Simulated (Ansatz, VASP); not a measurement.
## In2S: VASP beside Ansatz

Aim: how closely do two programs agree when they are given the same cell, functional and k mesh? The cell is generated by rule, not measured, and may not be a known phase. The cell is taken from a series of runs on this material, whose earlier steps may have relaxed, scaled, displaced or heated it; both programs get it as it stands.

Method: plane waves, with VASP 6.6.1 beside it; single point at PBEsol, in Ansatz 0.2.0.

The structure was built from a prototype and need not be the compound's stable phase.

## 1. The starting structure

The structure is orthorhombic, space group Cmce (No. 64). The conventional cell has a = 8.895 Å, b = 8.895 Å, c = 12.580 Å, α = 90.00°, β = 90.00°, γ = 90.00°. S has 4 In at 2.66 to 2.79 Å nearest. In has 2 S at 2.73 Å nearest. In has 2 S at 2.79 Å nearest. Nearest to In lie 2 S at 2.66 Å. Farther neighbours and most contacts between anions are not listed.

As a file:

```cif
data_structure
_symmetry_space_group_name_H-M 'P 1'
_symmetry_Int_Tables_number 1
_cell_length_a 6.2898
_cell_length_b 6.2898
_cell_length_c 12.5796
_cell_angle_alpha 90.000
_cell_angle_beta 90.000
_cell_angle_gamma 90.000
_cell_volume 497.67
loop_
_atom_site_label
_atom_site_type_symbol
_atom_site_fract_x
_atom_site_fract_y
_atom_site_fract_z
_atom_site_occupancy
S1 S 0.00899 0.99101 0.50000 1
S2 S 0.99101 0.00899 0.00000 1
S3 S 0.49101 0.50899 0.25000 1
S4 S 0.50899 0.49101 0.75000 1
In5 In 0.25121 0.24879 0.12500 1
In6 In 0.24879 0.25121 0.62500 1
In7 In 0.75121 0.74879 0.12500 1
In8 In 0.74879 0.75121 0.62500 1
In9 In 0.75000 0.25000 0.37500 1
In10 In 0.75000 0.25000 0.87500 1
In11 In 0.25000 0.75000 0.37500 1
In12 In 0.25000 0.75000 0.87500 1
```

## 2. VASP: single point, PBEsol, pair 1

With cell and atoms fixed, the geometry can't cause a difference; cores, projectors, grids and the points listed under the comparison can.

Lines of VASP's logs that name or quote its potential files are left out, and so is its time.

The input, INCAR:

```
SYSTEM = In2S
PREC = Accurate
ENCUT = 500
EDIFF = 1E-06
NELM = 120
ISMEAR = 1
SIGMA = 0.2
LREAL = .FALSE.
ALGO = Normal
GGA = PS
NBANDS = 79
LORBIT = 11
LWAVE = .FALSE.
LCHARG = .FALSE.
ISIF = 2
LASPH = .TRUE.
GGA_COMPAT = .FALSE.
KPAR = 2
```

The input, POSCAR:

```
In2S
1.0
    6.2898146533      0.0000000000      0.0000000000
    0.0000000000      6.2898146533      0.0000000000
    0.0000000000      0.0000000000     12.5796293066
S In
4 8
Direct
    0.0089936740      0.9910063260      0.5000000000
    0.9910063260      0.0089936740      1.0000000000
    0.4910063260      0.5089936740      0.2500000000
    0.5089936740      0.4910063260      0.7500000000
    0.2512052562      0.2487947438      0.1250000000
    0.2487947438      0.2512052562      0.6250000000
    0.7512052562      0.7487947438      0.1250000000
    0.7487947438      0.7512052562      0.6250000000
    0.7500000000      0.2500000000      0.3750000000
    0.7500000000      0.2500000000      0.8750000000
    0.2500000000      0.7500000000      0.3750000000
    0.2500000000      0.7500000000      0.8750000000
```

The input, KPOINTS:

```
Automatic mesh
0
Gamma
6 6 4
0 0 0
```

Potentials, in the order of the species: S and In_d (PBE family, release 64).

Command:

```console
> mpirun -np 2 vasp_std
```

Numbers of over 12 decimals in the logs are rounded to 6 here.

The program printed:

```text
[banner, memory and clock lines left out]
running    2 mpi-ranks, on    1 nodes
 distrk:  each k-point on    1 cores,    2 groups
 distr:  one band on    1 cores,    1 groups

 POSCAR found type information on POSCAR S In
 POSCAR found :  2 types and      12 ions
|                                                                             |
|               ----> ADVICE to this user running VASP <----                  |
|                                                                             |
|     You enforced a specific xc type in the INCAR file but a different       |
|     [... a line on the potential file left out ...]
|     I HOPE YOU KNOW WHAT YOU ARE DOING!                                     |
|                                                                             |

 LDA part: xc-table for (Slater+PW92), standard interpolation
 POSCAR, INCAR and KPOINTS ok, starting setup
 FFT: planning ... GRIDC
 FFT: planning ... GRID_SOFT
 FFT: planning ... GRID
 WAVECAR not read
 entering main loop
       N       E                     dE             d eps       ncg     rms          rms(c)
DAV:   1     0.128013933495E+04    0.12801E+04   -0.54635E+04  6162   0.167E+03
DAV:   2     0.162878999100E+03   -0.11173E+04   -0.10869E+04  6170   0.448E+02
DAV:   3    -0.192543070015E+02   -0.18213E+03   -0.17201E+03  7288   0.195E+02
DAV:   4    -0.392622186039E+02   -0.20008E+02   -0.19057E+02  7421   0.578E+01
DAV:   5    -0.401459367358E+02   -0.88372E+00   -0.88097E+00  7376   0.119E+01    0.172E+01
DAV:   6    -0.355809261287E+02    0.45650E+01   -0.91060E+00  8574   0.165E+01    0.104E+01
DAV:   7    -0.358010081600E+02   -0.22008E+00   -0.34605E+00  7668   0.540E+00    0.321E+00
DAV:   8    -0.357488432958E+02    0.52165E-01   -0.39372E-01  7995   0.282E+00    0.201E+00
DAV:   9    -0.357580033772E+02   -0.91601E-02   -0.22650E-01  8526   0.237E+00    0.126E+00
DAV:  10    -0.357238764745E+02    0.34127E-01   -0.93118E-02  8142   0.152E+00    0.310E-01
DAV:  11    -0.357238822312E+02   -0.57568E-05   -0.16499E-02  8196   0.476E-01    0.251E-01
DAV:  12    -0.357238963341E+02   -0.14103E-04   -0.46705E-03  8981   0.214E-01    0.199E-01
DAV:  13    -0.357243523618E+02   -0.45603E-03   -0.43110E-03  7580   0.288E-01    0.167E-01
DAV:  14    -0.357238400900E+02    0.51227E-03   -0.69111E-04  7312   0.115E-01    0.965E-02
DAV:  15    -0.357237652090E+02    0.74881E-04   -0.71298E-04  8476   0.862E-02    0.295E-02
DAV:  16    -0.357237623309E+02    0.28781E-05   -0.10776E-04  6596   0.365E-02    0.127E-02
DAV:  17    -0.357237623713E+02   -0.40440E-07   -0.65639E-06  5764   0.134E-02
   1 F= -.35723762E+02 E0= -.35719460E+02  d E =-.129071E-01
```

OUTCAR, selected parts (step 2):

```text
ion  position               nearest neighbor table
   1  0.009  0.991  0.500-  11 2.66   8 2.73   6 2.73   9 2.79
   2  0.991  0.009  0.000-  10 2.66   7 2.73   5 2.73  12 2.79
   3  0.491  0.509  0.250-  11 2.66   7 2.73   5 2.73   9 2.79
   4  0.509  0.491  0.750-  10 2.66   8 2.73   6 2.73  12 2.79
   5  0.251  0.249  0.125-   2 2.73   3 2.73
   6  0.249  0.251  0.625-   1 2.73   4 2.73
   7  0.751  0.749  0.125-   2 2.73   3 2.73
   8  0.749  0.751  0.625-   1 2.73   4 2.73
   9  0.750  0.250  0.375-   1 2.79   3 2.79
  10  0.750  0.250  0.875-   2 2.66   4 2.66
  11  0.250  0.750  0.375-   1 2.66   3 2.66
  12  0.250  0.750  0.875-   2 2.79   4 2.79

  LATTYP: Found a simple tetragonal cell.
 ALAT       =     6.2898146533
 C/A-ratio  =     2.0000000000

 Subroutine GETGRP returns: Found  8 space group operations
 (whereof  2 operations were pure point group operations)

The static configuration has the point symmetry C_1h.
 The point group associated with its full space group is D_2h.

 Found     39 irreducible k-points:

   k-points           NKPTS =     39   k-points in BZ     NKDIM =     39   number of bands    NBANDS=     79

   dimension x,y,z NGX =    48 NGY =   48 NGZ =   96
   dimension x,y,z NGXF=    96 NGYF=   96 NGZF=  192

   ENCUT  =  500.0 eV  36.75 Ry    6.06 a.u.  11.47 11.47 22.94*2*pi/ulx,y,z

   NELECT =     128.0000    total number of electrons

 k-points in reciprocal lattice and weights: Automatic mesh
   0.00000000  0.00000000  0.00000000       0.007
   0.16666667  0.00000000  0.00000000       0.028
   0.33333333  0.00000000  0.00000000       0.028
   0.50000000  0.00000000  0.00000000       0.014
   0.16666667  0.16666667  0.00000000       0.014
  -0.16666667  0.16666667  0.00000000       0.014
   0.33333333  0.16666667  0.00000000       0.028
  -0.16666667  0.33333333  0.00000000       0.028
   0.50000000  0.16666667  0.00000000       0.028
[...]
0.50000000  0.33333333  0.50000000       0.028
   0.50000000  0.50000000  0.50000000       0.007

 average (electrostatic) potential at core
       1 -88.9469       2 -88.9469       3 -88.9469       4 -88.9469       5 -98.6435
       6 -98.6435       7 -98.6435       8 -98.6435       9 -98.6596      10 -98.7129
      11 -98.7129      12 -98.6596

 E-fermi :   2.3084

 k-point     1 :       0.0000    0.0000    0.0000
  band No.  band energies     occupation
    ...
     59       0.9859      2.00000
     60       1.6951      2.00013
     61       1.7405      2.00045
     62       2.0376      2.06664
     63       2.1679      1.92148
     64       2.4458      0.08940
     65       2.5074     -0.04921
     66       2.5875     -0.06387
     67       2.6904     -0.02115
     68       2.7606     -0.00629
    ...

 k-point     2 :       0.1667    0.0000    0.0000
  band No.  band energies     occupation
    ...
     60       1.8304      2.00374
     61       1.9177      2.01854
     62       1.9662      2.03616
     63       2.0957      2.06102
     64       2.3245      0.86402
     65       2.3943      0.34204
     66       2.4722      0.01045
     67       2.8232     -0.00165
     68       2.8577     -0.00072
     69       3.5673     -0.00000
    ...

 k-point     3 :       0.3333    0.0000    0.0000
  band No.  band energies     occupation
    ...
     61       1.8641      2.00733
     62       1.9193      2.01900
     63       2.1731      1.90264
     64       2.2385      1.55347
     65       2.2854      1.19277
     66       2.6954     -0.01960
     67       3.0807     -0.00000
     68       3.1013     -0.00000
     69       3.3857     -0.00000
     70       3.7740     -0.00000
    ...

  Total       -0.3275299     -0.3275299     -0.2458187      0.4499215      0.0000000     -0.0000000
  in kB       -1.0544306     -1.0544306     -0.7913743      1.4484509      0.0000000     -0.0000000
  external PRESSURE =      -0.9667452 kB  Pullay stress =       0.0000000 kB

  energy-cutoff  :      500.00
  volume of cell :      497.67
      direct lattice vectors                 reciprocal lattice vectors
     6.289814653  0.000000000  0.000000000     0.158987197  0.000000000  0.000000000
     0.000000000  6.289814653  0.000000000     0.000000000  0.158987197  0.000000000
     0.000000000  0.000000000 12.579629307     0.000000000  0.000000000  0.079493598

 POSITION                                       TOTAL-FORCE (eV/Angst)
 -----------------------------------------------------------------------------------
      0.05657      6.23325      6.28981         0.204536     -0.204536     -0.099369
      6.23325      0.05657      0.00000        -0.204536      0.204536     -0.099369
      3.08834      3.20148      3.14491        -0.204536      0.204536      0.099369
      3.20148      3.08834      9.43472         0.204536     -0.204536      0.099369
      1.58003      1.56487      1.57245         0.135246     -0.135246     -0.000000
      1.56487      1.58003      7.86227        -0.135246      0.135246      0.000000
      4.72494      4.70978      1.57245         0.135246     -0.135246     -0.000000
      4.70978      4.72494      7.86227        -0.135246      0.135246     -0.000000
      4.71736      1.57245      4.71736        -0.000000     -0.000000      0.000000
      4.71736      1.57245     11.00718        -0.000000      0.000000      0.000000
      1.57245      4.71736      4.71736        -0.000000      0.000000      0.000000
      1.57245      4.71736     11.00718        -0.000000     -0.000000      0.000000
 -----------------------------------------------------------------------------------
    total drift:                                0.000000      0.000000      0.000000

  FREE ENERGIE OF THE ION-ELECTRON SYSTEM (eV)
  ---------------------------------------------------
  free  energy   TOTEN  =       -35.7237623713 eV

  energy  without entropy=      -35.7108553099  energy(sigma->0) =      -35.71946002

 total charge
# of ion       s       p       d       tot
------------------------------------------
    1        1.372   2.280   0.000   3.653
    2        1.372   2.280   0.000   3.653
    3        1.372   2.280   0.000   3.653
    4        1.372   2.280   0.000   3.653
    5        1.105   0.284   9.860  11.248
    6        1.105   0.284   9.860  11.248
    7        1.105   0.284   9.860  11.248
    8        1.105   0.284   9.860  11.248
    9        1.126   0.256   9.856  11.238
   10        1.064   0.323   9.864  11.252
   11        1.064   0.323   9.864  11.252
   12        1.126   0.256   9.856  11.238
--------------------------------------------------
tot         14.289  11.416  78.879 104.584

[... 3 further parts left out ...]
```

The run ends at a pressure of -0.10 GPa, with forces up to 0.31 eV/Å.

## 3. Ansatz: single point, PBEsol, pair 1

Ansatz runs on its default PAW (the set named soft_2) files.

The same cell, functional, mesh and smearing now go to Ansatz, which takes its cutoff from its data sets.

The input, input.yaml:

```yaml
crystal:
  lattice:
    - [6.2898146533, 0.0, 0.0]
    - [0.0, 6.2898146533, 0.0]
    - [0.0, 0.0, 12.5796293066]
  atoms:
    - { symbol: S, position: [0.008993674, -0.008993674, 0.5] }
    - { symbol: S, position: [-0.008993674, 0.008993674, 0.0] }
    - { symbol: S, position: [0.491006326, 0.508993674, 0.25] }
    - { symbol: S, position: [0.508993674, 0.491006326, 0.75] }
    - { symbol: In, position: [0.2512052562, 0.2487947438, 0.125] }
    - { symbol: In, position: [0.2487947438, 0.2512052562, 0.625] }
    - { symbol: In, position: [0.7512052562, 0.7487947438, 0.125] }
    - { symbol: In, position: [0.7487947438, 0.7512052562, 0.625] }
    - { symbol: In, position: [0.75, 0.25, 0.375] }
    - { symbol: In, position: [0.75, 0.25, 0.875] }
    - { symbol: In, position: [0.25, 0.75, 0.375] }
    - { symbol: In, position: [0.25, 0.75, 0.875] }
kpoints:
  mp_grid: { grid: [6, 6, 4] }
hamiltonian:
  xc: pbesol
scf:
  occupations: { method: methfessel_paxton, width: 0.2 }
output:
  forces: true
  stress: true
  eigenvalues: true
```

Command:

```console
> ansatz run input.yaml --threads 8 --pin off --max-ram 14336MiB --backend cpu --events-out ev --progress --plain --runs-dir out
```

The program printed:

```text
Engine: ansatz 0.2.0, aarch64-unknown-linux-gnu
Pseudopotentials: kind: paw
Pseudopotential: S, paw, valence charge 6, recommended cutoff 420 eV (normal), S.paw.azcp
Pseudopotential: In, paw, valence charge 13, recommended cutoff 420 eV (normal), In.paw.azcp
Functional definition: PBEsol
  exchange = pbesol_x
  correlation = pbesol_c
Crystal: 12 atoms, lattice volume = 497.672 Å³
Basis set: ecut = 420 eV, 9863 PW (Γ), exchange–correlation on 90×90×180 points (8 copies of the dense FFT grid, shifted against one another)
Bands: 77, of which v1, the nominal top of the filled ones, is band 64 counted from 1 (63 counted from 0)
Symmetry: 8 space group operations
Space group: Cmce (ITA 64), of the structure as read, at distance tolerance 7.9e-5 Å
k-points: 39 of 144
Non-local potential: S, projectors of the file, l = 0: 2, l = 1: 2, l = 2: 2
Non-local potential: In, projectors of the file, l = 0: 2, l = 1: 2, l = 2: 2, l = 3: 2
PAW form: soft (Blöchl's): semilocal exchange-correlation on the pseudo side does not see the compensation charge
PAW frozen core: S, regenerated for the run's functional, and the local potential with it (the file was generated under x = pbe(κ = 0.804, μ = 0.219515), c = pbe(β = 0.066725))
PAW frozen core: In, regenerated for the run's functional, and the local potential with it (the file was generated under x = pbe(κ = 0.804, μ = 0.219515), c = pbe(β = 0.066725))
PAW one-centre angular grid: S, 110 points (default); XC on 64 Gauss nodes
PAW one-centre angular grid: In, 590 points (default); XC on 64 Gauss nodes
Initial density: superposition of atomic densities (neutral atoms: chi_scale 0, normalization atom), corrected by the library's trained network
Initial wavefunctions: pseudopotential atomic-orbital guess
Functional: x = pbesol(κ = 0.804, μ = 0.123457), c = pbesol(β = 0.046)
SCF iter   1: F=—  HF=-47737.212462 eV  |F-HF|=—  |Δ(HF+E_count)|=         —  Δρ=3.81e-3  dr2=1.38e-1  ethr=1.77e-3  ⟨swp⟩=6.3  Hψ=10902  notcnv=0
preconditioner: auto → LDOS  [metal: Δε(μ)=0.004 eV  Ē_g=12.391 eV  σ=0.200 eV  W_gap=0.02  n_scr=76 (ndim 8)  ℏωp=18.8 eV  f_vac=0.042  D(μ)=12.94/eV (n_scr^D=76)  β→1.0]
SCF iter   2: F=—  HF=-47737.204891 eV  |F-HF|=—  |Δ(HF+E_count)|=   7.57e-3  S|Δr|=    0.00e0  Δρ=1.96e-3  dr2=2.73e-2  ethr=1.08e-4  ⟨swp⟩=3.0  Hψ=6530  notcnv=0  defer=2
SCF iter   3: F=—  HF=-47737.204548 eV  |F-HF|=—  |Δ(HF+E_count)|=   3.43e-4  S|Δr|=    0.00e0  Δρ=1.34e-3  dr2=1.20e-2  ethr=2.13e-5  ⟨swp⟩=2.0  Hψ=5423  notcnv=0  defer=2
SCF iter   4: F=—  HF=-47737.201454 eV  |F-HF|=—  |Δ(HF+E_count)|=   3.09e-3  S|Δr|=    0.00e0  Δρ=2.62e-4  dr2=6.68e-4  ethr=9.39e-6  ⟨swp⟩=2.0  Hψ=5417  notcnv=0  defer=2
SCF iter   5: F=—  HF=-47737.201376 eV  |F-HF|=—  |Δ(HF+E_count)|=   7.80e-5  S|Δr|=    0.00e0  Δρ=1.44e-4  dr2=1.57e-4  ethr=5.22e-7  ⟨swp⟩=2.0  Hψ=5212  notcnv=0  defer=2
SCF iter   6: F=—  HF=-47737.201331 eV  |F-HF|=—  |Δ(HF+E_count)|=   4.49e-5  S|Δr|=    0.00e0  Δρ=4.97e-5  dr2=2.79e-5  ethr=1.23e-7  ⟨swp⟩=2.0  Hψ=5301  notcnv=0  defer=2
SCF iter   7: F=—  HF=-47737.201267 eV  |F-HF|=—  |Δ(HF+E_count)|=   6.46e-5  S|Δr|=    0.00e0  Δρ=1.89e-5  dr2=4.55e-6  ethr=2.18e-8  ⟨swp⟩=3.0  Hψ=6129  notcnv=0  defer=2
SCF iter   8: F=—  HF=-47737.201266 eV  |F-HF|=—  |Δ(HF+E_count)|=   6.88e-7  S|Δr|=    0.00e0  Δρ=7.03e-6  dr2=7.38e-7  ethr=3.55e-9  ⟨swp⟩=2.2  Hψ=4118  notcnv=0  defer=2
SCF iter   9: F=-47737.201266 eV  HF=-47737.201266 eV  |F-HF|=4.00e-8  |Δ(HF+E_count)|=   1.24e-7  S|Δr|=    0.00e0  Δρ=3.71e-6  dr2=8.04e-8  ethr=7.81e-11  ⟨swp⟩=9.6  Hψ=16332  notcnv=0
SCF 1 converged in 9 iterations: F = -47737.201266 eV  dr2 = 8.04e-8
  greatest PAW one-centre occupation: 0.984 electrons in one spin orbital (limit 2), on the In atom at site 11 (counted from 0), in its partial waves of l = 2
SCF converged after 9 iterations
Stability not checked: this state was not tested for a lower state beside it, because cold or Methfessel-Paxton smearing, or corrected tetrahedra, fill the levels in a way that the test cannot read (fill_not_monotonic; see scf.lower_state_search)
Free energy (F): -47737.201266 eV
Harris-Foulkes:  -47737.201266 eV  (|F-HF|=4.00e-8)
Internal energy: -47737.188444 eV  (E = F + TS)
E sigma→0 (E₀):  -47737.198061 eV
Entropy (-TS):   -0.012822 eV (-1.068 meV/atom)
Fermi energy:    3.660937 eV
Step filling:    the computed levels leave a gap of 0.0037 eV = 0.0 smearing widths at the electron count; against every level under it full and every level over it empty, smearing changes F+E_penalty+E_count by +2.935 meV and its σ→0 estimate by +6.141 meV
--- Per-component energies (eV) ---
  E_band       = -899.929585
  E_kinetic    = 2336.258013
  E_local      = -12838.061965  (includes V_loc(G=0)·N_el)
  E_nonlocal   = 3056.107888
  E_hartree    = 5033.468893
  E_xc         = -2086.286225
  E_vxc        = -1136.552391  (∫ρ·V_xc dr)
  E_paw        = -34973.438247  (= ΣΔE_a)
  E_vpaw       = -2384.607244  (= ΣTr[D̂ρ^β])
  E_aug_tail   = 0.000208  (compensation charges beyond the density's cutoff)
  E_ewald      = -8267.372026
  E_core_change = 2.135017  (= ΣΔE_core)
  E_smearing   = -0.012822  (= −TS)
  E_closure    = -0.000000  (closes the sum)
  Σ components = -47737.201266   (vs F -47737.201266, Δ=0.00e0)
--- Forces (eV/Å), atoms counted from 1 ---
  atom   1  S      0.20437247    -0.20437247    -0.09790213
  atom   2  S     -0.20437247     0.20437247    -0.09790213
  atom   3  S     -0.20437247     0.20437247     0.09790213
  atom   4  S      0.20437247    -0.20437247     0.09790213
  atom   5  In     0.13678284    -0.13678284     0.00000000
  atom   6  In    -0.13678284     0.13678284     0.00000000
  atom   7  In     0.13678284    -0.13678284     0.00000000
  atom   8  In    -0.13678284     0.13678284     0.00000000
  atom   9  In     0.00000000     0.00000000     0.00000000
  atom  10  In     0.00000000     0.00000000     0.00000000
  atom  11  In     0.00000000     0.00000000     0.00000000
  atom  12  In     0.00000000     0.00000000     0.00000000
  max |Σ_I F_I| component: 8.33e-17 eV/Å
--- Stress (GPa, compression-positive) ---
       -0.089632       0.141575       0.000000
        0.141575      -0.089632       0.000000
        0.000000       0.000000      -0.063355
  P = ⅓ Tr σ = -0.0809 GPa (-0.809 kbar)
--- Band table (eV; the first three rows and the last of 39) ---
  k-point 0: bands = [... 60 lower, 3.0940, 3.3898, 3.5211, 3.7967, 3.8591, 3.9395, 4.0439, 4.1153, ... 9 higher]
  k-point 1: bands = [... 60 lower, 3.2318, 3.4119, 3.5651, 3.5782, 3.7990, 3.8429, 3.8507, 4.2605, ... 9 higher]
  k-point 2: bands = [... 60 lower, 3.2969, 3.2969, 3.6414, 3.6414, 3.6863, 3.6863, 3.7496, 3.7496, ... 9 higher]
  k-point 38: bands = [... 60 lower, 3.3587, 3.3587, 3.4069, 3.4069, 4.2845, 4.2845, 4.3116, 4.3116, ... 9 higher]
```

The run ends at a pressure of -0.08 GPa, with forces up to 0.31 eV/Å.

## 4. Side by side

Known differences besides the potentials themselves: the cutoff is 420 eV in Ansatz and 500 eV in VASP; Ansatz makes its cores anew for this functional, VASP keeps those of its PBE data sets. Total energies have different zeros and are not compared.

Compared:

```csv
quantity,Ansatz,VASP,difference
pressure (GPa),-0.08,-0.10,+0.02
```

Forces on 7 of the 12 atoms, those with the largest forces and the largest differences (eV/Å; atoms numbered as in POSCAR):

```csv
atom,"Ansatz x, y, z","VASP x, y, z"
S1,"0.204, -0.204, -0.098","0.205, -0.205, -0.099"
S2,"-0.204, 0.204, -0.098","-0.205, 0.205, -0.099"
S3,"-0.204, 0.204, 0.098","-0.205, 0.205, 0.099"
S4,"0.204, -0.204, 0.098","0.205, -0.205, 0.099"
In5,"0.137, -0.137, 0.000","0.135, -0.135, 0.000"
In6,"-0.137, 0.137, 0.000","-0.135, 0.135, 0.000"
In8,"-0.137, 0.137, 0.000","-0.135, 0.135, 0.000"
```

The forces differ by 0.9 meV/Å r.m.s., which is 0.7 % of the r.m.s. force of 0.120 eV/Å (both taken over all components).

(Part 1 of 2 ends here.)

[Lines on the potential files, build, host, timing and source positions are cut from VASP's logs without a mark.]

[Logs are printed without paths, hosts, clocks, repeated set-up lines and the standing remarks that a program may print on its own settings, such as how far it seeks lower states.]

[Hosts, paths, dates, database ids (printed as entryN), source tags and the programs' standing remarks are cut or masked in the printed files.]
